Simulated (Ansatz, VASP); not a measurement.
# SiO2 in two plane-wave programs, part 2 of 3

Wanted: the spread between two codes on one cell, functional and k mesh. The cell is taken from a series of runs on this material, whose earlier steps may have relaxed, scaled, displaced or heated it; both programs get it as it stands.

VASP 6.6.1 and Ansatz 0.2.0.

So far: The structure; Ansatz: zone-centre phonons, PBE.

### 3. VASP: zone-centre phonons, PBE

Level of this step: PBE; plane waves and PAW (O, Si) (VASP).

The same cell, functional and mesh now go to VASP, with its own data sets.

Lines of VASP's logs that name or quote its potential files are left out, and so is its time.

The input, INCAR:

```
SYSTEM = SiO2
PREC = Accurate
ENCUT = 600
EDIFF = 1E-08
NELM = 120
ISMEAR = 0
SIGMA = 0.01
LREAL = .FALSE.
ALGO = Normal
GGA = PE
NBANDS = 22
LORBIT = 11
LWAVE = .FALSE.
LCHARG = .FALSE.
ISIF = 2
IBRION = 8
LEPSILON = .TRUE.
LASPH = .TRUE.
GGA_COMPAT = .FALSE.
EFERMI = MIDGAP
KPAR = 2
```

The input, POSCAR:

```
SiO2
1.0
    4.1317819718      0.0000000000      0.0000000000
    0.0000000000      4.1317819718      0.0000000000
    0.0000000000      0.0000000000      2.6574604552
O Si
4 2
Direct
    0.6954813285      0.6954813285      0.0000000000
    0.1954813285      0.8045186715      0.5000000000
    0.3045186715      0.3045186715      0.0000000000
    0.8045186715      0.1954813285      0.5000000000
    0.5000000000      0.5000000000      0.5000000000
    0.0000000000      0.0000000000      0.0000000000
```

The input, KPOINTS:

```
Automatic mesh
0
Gamma
8 8 8
0 0 0
```

The projector-augmented-wave data sets are O and Si (PBE family, release 64).

Run with:

```sh
$ mpirun -np 2 vasp_std
```

The program printed:

```text
[banner, memory and clock lines left out]
running    2 mpi-ranks, on    1 nodes
 distrk:  each k-point on    1 cores,    2 groups
 distr:  one band on    1 cores,    1 groups

 POSCAR found type information on POSCAR O Si
 POSCAR found :  2 types and       6 ions
 LDA part: xc-table for (Slater+PW92), standard interpolation
 POSCAR, INCAR and KPOINTS ok, starting setup
 FFT: planning ... GRIDC
 FFT: planning ... GRID_SOFT
 FFT: planning ... GRID
 WAVECAR not read
 entering main loop
       N       E                     dE             d eps       ncg     rms          rms(c)
DAV:   1     0.166602682615E+03    0.16660E+03   -0.19648E+04  3340   0.158E+03
DAV:   2    -0.433236638340E+02   -0.20993E+03   -0.20204E+03  4268   0.326E+02
DAV:   3    -0.508059527541E+02   -0.74823E+01   -0.74568E+01  4194   0.612E+01
DAV:   4    -0.508588196684E+02   -0.52867E-01   -0.52846E-01  4104   0.594E+00
DAV:   5    -0.508592942080E+02   -0.47454E-03   -0.47451E-03  4098   0.540E-01    0.181E+01
DAV:   6    -0.461245308339E+02    0.47348E+01   -0.16399E+01  3960   0.280E+01    0.830E+00
DAV:   7    -0.461424299572E+02   -0.17899E-01   -0.64392E-01  3918   0.526E+00    0.303E+00
DAV:   8    -0.461566604583E+02   -0.14231E-01   -0.22094E-02  3960   0.141E+00    0.109E+00
DAV:   9    -0.461628810709E+02   -0.62206E-02   -0.84853E-03  3972   0.893E-01    0.272E-01
DAV:  10    -0.461630873380E+02   -0.20627E-03   -0.41060E-04  4062   0.163E-01    0.368E-02
DAV:  11    -0.461630676231E+02    0.19715E-04   -0.91979E-05  4020   0.703E-02    0.502E-03
DAV:  12    -0.461630683604E+02   -0.73734E-06   -0.45284E-06  3984   0.163E-02    0.391E-03
DAV:  13    -0.461630683534E+02    0.69945E-08   -0.53755E-07  4068   0.567E-03    0.317E-03
DAV:  14    -0.461630683654E+02   -0.11964E-07   -0.22784E-08  3106   0.118E-03    0.861E-04
DAV:  15    -0.461630683705E+02   -0.51596E-08   -0.90366E-09  2586   0.707E-04
   1 F= -.46163068E+02 E0= -.46163068E+02  d E =0.000000E+00
 Linear response reoptimize wavefunctions to high precision
DAV:   1    -0.461630683739E+02   -0.33842E-08   -0.99317E-10  2628   0.258E-04
DAV:   2    -0.461630683739E+02    0.34561E-10   -0.63841E-11  2382   0.654E-05
 Linear response G [H, r] |phi>, progress :
  Direction:   1
       N       E                     dE             d eps       ncg     rms
RMM:   1    -0.138524196763E+03   -0.13852E+03    0.14467E+01  7447   0.994E+01
RMM:   2    -0.116828020741E+03    0.21696E+02   -0.88018E+00  5503   0.212E+01
RMM:   3    -0.116878144683E+03   -0.50124E-01   -0.97977E-02  5723   0.201E+00
RMM:   4    -0.116879452114E+03   -0.13074E-02   -0.16565E-03  6033   0.249E-01
RMM:   5    -0.116879473870E+03   -0.21756E-04   -0.48478E-05  6072   0.353E-02
RMM:   6    -0.116879474309E+03   -0.43895E-06   -0.66312E-06  6135   0.716E-03
RMM:   7    -0.116879474268E+03    0.40355E-07   -0.66788E-06  6072   0.361E-03
RMM:   8    -0.116879474238E+03    0.30595E-07   -0.14035E-05  4778   0.311E-03
RMM:   9    -0.116879474235E+03    0.25312E-08   -0.99510E-06  3985   0.306E-03
RMM:  10    -0.116879474331E+03   -0.95492E-07   -0.49402E-06  3811   0.306E-03
RMM:  11    -0.116879474397E+03   -0.66265E-07   -0.20521E-07  3790   0.309E-03
 Linear response G [H, r] |phi>, progress :
  Direction:   2
       N       E                     dE             d eps       ncg     rms
RMM:   1    -0.138846558443E+03   -0.13885E+03    0.54205E+01  7441   0.100E+02
RMM:   2    -0.113509438278E+03    0.25337E+02   -0.99847E+00  5533   0.228E+01
RMM:   3    -0.113577015166E+03   -0.67577E-01   -0.10327E-01  5737   0.212E+00
RMM:   4    -0.113578566788E+03   -0.15516E-02   -0.17695E-03  6063   0.266E-01
RMM:   5    -0.113578592387E+03   -0.25599E-04   -0.44885E-05  6127   0.368E-02
RMM:   6    -0.113578593365E+03   -0.97780E-06   -0.63522E-06  6191   0.754E-03
RMM:   7    -0.113578593440E+03   -0.74960E-07   -0.61989E-06  6074   0.385E-03
RMM:   8    -0.113578593453E+03   -0.13314E-07   -0.68563E-06  4828   0.334E-03
RMM:   9    -0.113578593504E+03   -0.51200E-07   -0.13099E-05  3957   0.328E-03
RMM:  10    -0.113578593673E+03   -0.16866E-06   -0.62097E-05  3805   0.329E-03
RMM:  11    -0.113578593623E+03    0.49977E-07   -0.60521E-05  3800   0.331E-03
 Linear response G [H, r] |phi>, progress :
  Direction:   3
       N       E                     dE             d eps       ncg     rms
RMM:   1    -0.134440713469E+03   -0.13444E+03    0.43399E+01  7164   0.964E+01
 LRF_COMMUTATOR internal error: the vector H(1)-e(1) S(1) |phi(0)> is not orthog
 onal to |phi(0)> (-1.054224800980386E-004,4.489464355827977E-015)
 LRF_COMMUTATOR internal error: the vector H(1)-e(1) S(1) |phi(0)> is not orthog
 onal to |phi(0)> (1.054224798911485E-004,2.567390744445674E-014)
 LRF_COMMUTATOR internal error: the vector H(1)-e(1) S(1) |phi(0)> is not orthog
 onal to |phi(0)> (-1.090104468800535E-004,3.061439990403869E-014)
 LRF_COMMUTATOR internal error: the vector H(1)-e(1) S(1) |phi(0)> is not orthog
[...]
RMM:   4    -0.326711698455E+00   -0.96207E-06   -0.11954E-06  5946   0.483E-03
RMM:   5    -0.326711716557E+00   -0.18102E-07   -0.78878E-08  5463   0.802E-04
RMM:   6    -0.326711717175E+00   -0.61730E-09   -0.46544E-08  3935   0.239E-04
 change of polarisation eV/A/(eV/A) component  3 :    -0.056    -0.046     0.653
 dielectric tensor                  component  3 :    -0.224    -0.183     3.606
[...]
RMM:   3    -0.321780014388E+00    0.48853E-02   -0.56462E-03  5585   0.483E-01    0.607E-01
RMM:   4    -0.338527446733E+00   -0.16747E-01   -0.90339E-03  5698   0.621E-01    0.692E-02
RMM:   5    -0.340618667127E+00   -0.20912E-02   -0.12396E-04  5734   0.858E-02    0.125E-02
RMM:   6    -0.340955250249E+00   -0.33658E-03   -0.32111E-06  5990   0.134E-02    0.432E-03
RMM:   7    -0.341031081224E+00   -0.75831E-04   -0.42143E-07  5879   0.456E-03    0.365E-04
RMM:   8    -0.341043683293E+00   -0.12602E-04    0.77583E-08  6073   0.681E-04    0.179E-04
RMM:   9    -0.341043565388E+00    0.11791E-06   -0.43545E-08  5033   0.324E-04    0.214E-05
RMM:  10    -0.341043362199E+00    0.20319E-06   -0.44996E-08  3142   0.168E-04    0.119E-05
RMM:  11    -0.341043443376E+00   -0.81177E-07   -0.62706E-08  3182   0.169E-04    0.105E-06
 change of polarisation eV/A/(eV/A) component  3 :    -0.056    -0.046     0.629
 dielectric tensor                  component  3 :    -0.223    -0.182     3.507
 Linear response DOF=           4
 Linear response progress:
  Degree of freedom:   1/  4
       N       E                     dE             d eps       ncg     rms          rms(c)
RMM:   1    -0.383762686613E+00   -0.38376E+00    0.34153E-01 14012   0.387E+00
RMM:   2    -0.376036123163E+00    0.77266E-02   -0.88597E-03 12943   0.600E-01    0.241E-01
RMM:   3    -0.377390386809E+00   -0.13543E-02   -0.14778E-03 11822   0.225E-01    0.132E-01
RMM:   4    -0.379623080174E+00   -0.22327E-02   -0.11684E-03 12352   0.187E-01    0.364E-02
RMM:   5    -0.379781541983E+00   -0.15846E-03   -0.38155E-05 13314   0.422E-02    0.889E-03
RMM:   6    -0.379868988561E+00   -0.87447E-04   -0.20888E-06 13664   0.727E-03    0.327E-03
RMM:   7    -0.379861314663E+00    0.76739E-05    0.36088E-07 13458   0.334E-03    0.831E-04
RMM:   8    -0.379867787137E+00   -0.64725E-05   -0.26755E-07 13791   0.102E-03    0.232E-04
RMM:   9    -0.379868101182E+00   -0.31405E-06    0.24193E-08 13702   0.442E-04    0.712E-05
RMM:  10    -0.379868566352E+00   -0.46517E-06   -0.23581E-08 13887   0.198E-04    0.148E-05
RMM:  11    -0.379868541338E+00    0.25014E-07    0.20366E-08 13849   0.133E-04    0.410E-06
RMM:  12    -0.379868599185E+00   -0.57846E-07    0.31338E-08 13690   0.114E-04    0.135E-06
RMM:  13    -0.379868597476E+00    0.17093E-08    0.13538E-08 12723   0.111E-04    0.432E-07
 first order change of Fermi-energy  -0.19206E+00
 force on displaced ion       1 direction 1 : -24.426 -12.226   0.000
 Born effective charge ion    1 direction 1 :  -1.894  -0.555   0.000
 Linear response progress:
  Degree of freedom:   2/  4
       N       E                     dE             d eps       ncg     rms          rms(c)
RMM:   1    -0.360165887109E+00   -0.36017E+00    0.38127E-01 12093   0.389E+00
RMM:   2    -0.354005411359E+00    0.61605E-02   -0.75905E-03 11033   0.557E-01    0.238E-01
RMM:   3    -0.355610742336E+00   -0.16053E-02   -0.92928E-04  9880   0.197E-01    0.127E-01
RMM:   4    -0.358277432015E+00   -0.26667E-02   -0.93237E-04 10033   0.195E-01    0.256E-02
RMM:   5    -0.358219521226E+00    0.57911E-04   -0.40572E-05 11523   0.401E-02    0.264E-03
RMM:   6    -0.358281551761E+00   -0.62031E-04   -0.57845E-07 11931   0.631E-03    0.107E-03
RMM:   7    -0.358271845014E+00    0.97067E-05   -0.33378E-08 11872   0.160E-03    0.205E-04
RMM:   8    -0.358273968133E+00   -0.21231E-05   -0.41521E-08 11783   0.319E-04    0.921E-05
RMM:   9    -0.358274686860E+00   -0.71873E-06   -0.40332E-08 12142   0.181E-04    0.974E-06
RMM:  10    -0.358274706827E+00   -0.19967E-07   -0.42415E-08 12035   0.118E-04    0.397E-06
RMM:  11    -0.358274703760E+00    0.30672E-08   -0.54952E-08 11146   0.111E-04    0.642E-07
 first order change of Fermi-energy   0.37481E-03
 force on displaced ion       1 direction 3 :  -0.003  -0.003 -21.581
 Born effective charge ion    1 direction 3 :  -0.000  -0.000  -2.015
 Linear response progress:
  Degree of freedom:   3/  4
       N       E                     dE             d eps       ncg     rms          rms(c)
RMM:   1    -0.324532514946E-01   -0.32453E-01    0.12842E-01 21926   0.193E+00
RMM:   2    -0.236473451386E-01    0.88059E-02   -0.52787E-03 12931   0.503E-01    0.164E-01
RMM:   3    -0.228441277048E-01    0.80322E-03   -0.54610E-04 13226   0.117E-01    0.104E-01
RMM:   4    -0.223755404237E-01    0.46859E-03   -0.31189E-04 13055   0.130E-01    0.226E-02
RMM:   5    -0.223425813631E-01    0.32959E-04    0.16989E-05 13369   0.320E-02    0.785E-03
RMM:   6    -0.223397487270E-01    0.28326E-05    0.13353E-05 12942   0.117E-02    0.136E-03
RMM:   7    -0.223428723549E-01   -0.31236E-05    0.58926E-06 13535   0.250E-03    0.655E-04
RMM:   8    -0.223448585183E-01   -0.19862E-05    0.78616E-07 13158   0.892E-04    0.129E-04
RMM:   9    -0.223452178245E-01   -0.35931E-06   -0.13892E-08 13566   0.214E-04    0.556E-05
RMM:  10    -0.223452455284E-01   -0.27704E-07   -0.16912E-08 13515   0.100E-04    0.942E-06
RMM:  11    -0.223452421965E-01    0.33319E-08   -0.59381E-08 13748   0.446E-05    0.437E-06
 first order change of Fermi-energy  -0.40564E-05
 force on displaced ion       5 direction 1 : -34.534  -6.866   0.000
 Born effective charge ion    5 direction 1 :   3.788  -0.348   0.000
 Linear response progress:
  Degree of freedom:   4/  4
       N       E                     dE             d eps       ncg     rms          rms(c)
RMM:   1    -0.186070536313E-01   -0.18607E-01    0.37412E-02 10368   0.125E+00
RMM:   2    -0.160673903567E-01    0.25397E-02   -0.10394E-03  7716   0.230E-01    0.189E-01
RMM:   3    -0.160184765120E-01    0.48914E-04   -0.13980E-04  7906   0.685E-02    0.112E-01
RMM:   4    -0.161244911677E-01   -0.10601E-03   -0.20032E-04  7746   0.793E-02    0.913E-03
RMM:   5    -0.160851851775E-01    0.39306E-04   -0.39804E-06  7904   0.134E-02    0.207E-03
RMM:   6    -0.160825900902E-01    0.25951E-05   -0.24155E-07  8093   0.227E-03    0.868E-04
RMM:   7    -0.160796012537E-01    0.29888E-05   -0.63616E-08  8124   0.836E-04    0.175E-04
RMM:   8    -0.160792947659E-01    0.30649E-06    0.87567E-09  7996   0.168E-04    0.451E-05
RMM:   9    -0.160794855445E-01   -0.19078E-06   -0.10337E-08  8252   0.695E-05    0.528E-06
RMM:  10    -0.160794823818E-01    0.31627E-08   -0.42437E-09  8044   0.336E-05    0.196E-06
 first order change of Fermi-energy   0.25582E-05
 force on displaced ion       5 direction 3 :  -0.000   0.000 -25.176
 Born effective charge ion    5 direction 3 :   0.000   0.000   4.028
 Born effective charges drift removed
 Linear response finished
```

(Continued in part 3 of 3.)

[Lines on the potential files, build, host, timing and source positions are cut from VASP's logs without a mark.]

[Logs are printed without paths, hosts, clocks, repeated set-up lines and the standing remarks that a program may print on its own settings, such as how far it seeks lower states.]

[Hosts, paths, dates, database ids (printed as entryN), source tags and the programs' standing remarks are cut or masked in the printed files.]
